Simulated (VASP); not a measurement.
```
CELL_PARAMETERS angstrom
      2.16317    -3.74673     0.00000
      2.16317     3.74673     0.00000
      0.00000     0.00000     5.97419
ATOMIC_POSITIONS crystal
  Te 0.00000 0.28194 0.66667
  Te 0.71806 0.71806 0.00000
  Te 0.28194 0.00000 0.33333
```

All values below come from PBE GGA with D3 dispersion (Becke-Johnson damping), VASP's PBE PAW potentials (set 64) (plane waves; VASP). Run with 520 eV cut-off, 7×7×4 Γ-centred mesh, tetrahedra with Blöchl corrections, potentials Te.

Question: Predict the energy per atom (σ→0).

Answer: 
```yaml
energy per atom (σ→0): -3.581 eV/atom
```

Total energies compare only between runs with the same potentials, cut-off and functional.

The compound is Te in the trig structure. It was relaxed first, which changed the volume by -5 %.
